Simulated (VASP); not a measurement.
All values below come from PBEsol GGA, VASP's PBE PAW potentials (set 64) (plane waves; VASP).

Input for VASP

KPOINTS:
```
Automatic mesh
0
Gamma
12 12 12
0 0 0
```

POSCAR:
```
Nb
1
    2.6825110074     0.0000000000    -0.0000000000
    0.0000000000     2.6825110074    -0.0000000000
    0.0000000000     0.0000000000     2.6825110074
Nb
1
Direct
  0.0000000000   0.0000000000   0.0000000000
```

INCAR:
```
LASPH  =  .True.
LWAVE  =  .False.
SIGMA  =  0.1
SYSTEM  =  Nb
LCHARG  =  .False.
IBRION  =  2   ! conjugate gradients
NELM  =  100
EDIFF  =  1E-6   ! SCF stop (eV)
EDIFFG  =  -0.01
ISIF  =  3   ! ions, shape and volume
PREC  =  Accurate
LMAXMIX  =  4
ENCUT  =  400   ! plane-wave cut-off (eV)
ISMEAR  =  1   ! Methfessel-Paxton
LREAL  =  .False.
GGA  =  PS
ALGO  =  Normal
NSW  =  60   ! most ionic steps
```

POTCAR, in this order: Nb_sv (PBE.64 set). Program: vasp_std.

Output

File OSZICAR:
```
       N       E                     dE             d eps       ncg     rms          rms(c)
DAV:   1     0.943439597668E+02    0.94344E+02   -0.65038E+03  1688   0.105E+03
DAV:   2    -0.569652959481E+01   -0.10004E+03   -0.96957E+02  1860   0.378E+02
DAV:   3    -0.100536196878E+02   -0.43571E+01   -0.40894E+01  2538   0.644E+01
DAV:   4    -0.102536712767E+02   -0.20005E+00   -0.19879E+00  2262   0.129E+01
DAV:   5    -0.102627464008E+02   -0.90751E-02   -0.90654E-02  2628   0.209E+00    0.744E+00
DAV:   6    -0.996212076532E+01    0.30063E+00   -0.66751E-01  2570   0.978E+00    0.284E+00
DAV:   7    -0.993471006089E+01    0.27411E-01   -0.17250E-01  2588   0.494E+00    0.922E-01
DAV:   8    -0.993882865007E+01   -0.41186E-02   -0.11374E-02  1934   0.155E+00    0.297E-02
DAV:   9    -0.993886930347E+01   -0.40653E-04   -0.77296E-04  2862   0.241E-01    0.421E-02
DAV:  10    -0.993887366335E+01   -0.43599E-05   -0.10108E-05  1908   0.354E-02    0.322E-02
DAV:  11    -0.993887032573E+01    0.33376E-05   -0.15796E-05  1760   0.755E-02    0.401E-03
DAV:  12    -0.993887032857E+01   -0.28444E-08   -0.17262E-07   916   0.542E-03
   1 F= -.99388703E+01 E0= -.99391372E+01  d E =-.993887E+01
```

OUTCAR:
```
------------------------ aborting loop because EDIFF is reached ----------------------------------------
  FORCE on cell =-STRESS in cart. coord.  units (eV):
  Direction    XX          YY          ZZ          XY          YZ          ZX
  --------------------------------------------------------------------------------------
  Total       -0.0038249     -0.0038249     -0.0038249     -0.0000000      0.0000000     -0.0000000
  in kB       -0.3174761     -0.3174761     -0.3174761     -0.0000000      0.0000000     -0.0000000
  external PRESSURE =      -0.3174761 kB  Pullay stress =       0.0000000 kB
  volume of cell :       19.30
      direct lattice vectors                 reciprocal lattice vectors
     2.682511007  0.000000000  0.000000000     0.372785050  0.000000000  0.000000000
     0.000000000  2.682511007  0.000000000     0.000000000  0.372785050  0.000000000
     0.000000000  0.000000000  2.682511007     0.000000000  0.000000000  0.372785050
 POSITION                                       TOTAL-FORCE (eV/Angst)
 -----------------------------------------------------------------------------------
      0.00000      0.00000      0.00000         0.000000      0.000000      0.000000
 -----------------------------------------------------------------------------------
    total drift:                               -0.000000      0.000000     -0.000000
  FREE ENERGIE OF THE ION-ELECTRON SYSTEM (eV)
  ---------------------------------------------------
  free  energy   TOTEN  =        -9.9388703286 eV

  energy  without entropy=       -9.9396710180  energy(sigma->0) =       -9.93913723

 reached required accuracy - stopping structural energy minimisation
```
(Selected blocks of OUTCAR.)

The structure was generated: Nb was put into the simple-cubic type (Pm-3m), which need not be its known phase. It was relaxed first. The start is the result of an earlier pass.
